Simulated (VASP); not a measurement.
These are PBEsol GGA, VASP's PBE PAW potentials (set 64) (plane waves; VASP 6.6.1) values and carry that method's errors.

Input for VASP

**POSCAR**
```
Zn4SSe3
1
   -0.0000000000     2.7823559469     2.7823559469
    2.7823559469    -0.0000000000     2.7823559469
   11.1359235858    11.1359235858    -0.0064997982
Zn Se S
4 3 1
Direct
  0.0107031151   0.0107031151   0.9919726637
  0.0034624064   0.0034624064   0.2474031952
  0.9969339667   0.9969339667   0.5022995250
  0.9893512866   0.9893512866   0.7579865351
  0.2559072110   0.2559072110   0.0580695917
  0.2494319456   0.2494319456   0.3129260408
  0.2428558031   0.2428558031   0.5678581477
  0.2513542656   0.2513542656   0.8114843008
```

**KPOINTS**
```
K-points
0
gamma
7 7 2
0 0 0
```

### INCAR
```
! general
SYSTEM  = Zn4SSe3
PREC    = Accurate
ENCUT   = 400
LREAL   = .FALSE.
LASPH   = .TRUE.

! electronic loop
EDIFF   = 1E-6
NELM    = 100
ALGO    = Normal
LMAXMIX = 4

! smearing
ISMEAR  = 0
SIGMA   = 0.05

! functional
GGA     = PS

! ions
IBRION  = 2
NSW     = 60
ISIF    = 3
EDIFFG  = -0.01

! output
LWAVE   = .FALSE.
LCHARG  = .FALSE.
```

POTCAR, in this order: Zn Se S (PBE.64 set). Program: vasp_std.

**Question.** What does the run give for the energy per atom (σ→0), band gap (on the k-mesh)?

**Answer.** 
- energy per atom (σ→0) = -335.6 kJ/mol of atoms
- band gap (on the k-mesh) = 1.29 eV

OSZICAR:
```
...
DAV:  10    -0.278238068770E+02    0.12185E-03   -0.35693E-03  3185   0.874E-01    0.221E-01
DAV:  11    -0.278238017937E+02    0.50833E-05   -0.65470E-04  3682   0.345E-01    0.166E-01
DAV:  12    -0.278238825266E+02   -0.80733E-04   -0.42474E-04  3515   0.295E-01    0.393E-02
DAV:  13    -0.278238975653E+02   -0.15039E-04   -0.22758E-04  3229   0.265E-01    0.340E-02
DAV:  14    -0.278238984656E+02   -0.90037E-06   -0.30511E-05  3205   0.458E-02    0.255E-02
DAV:  15    -0.278238977230E+02    0.74266E-06   -0.12324E-05  3453   0.699E-02    0.101E-02
DAV:  16    -0.278238977480E+02   -0.25007E-07   -0.57227E-06  2966   0.534E-02
   1 F= -.27823898E+02 E0= -.27823898E+02  d E =-.278239E+02
```

The structure was generated: Zn4SSe3 was put into an ordered model structure (R3m), which need not be its known phase. It was relaxed first. The start is the result of an earlier pass.
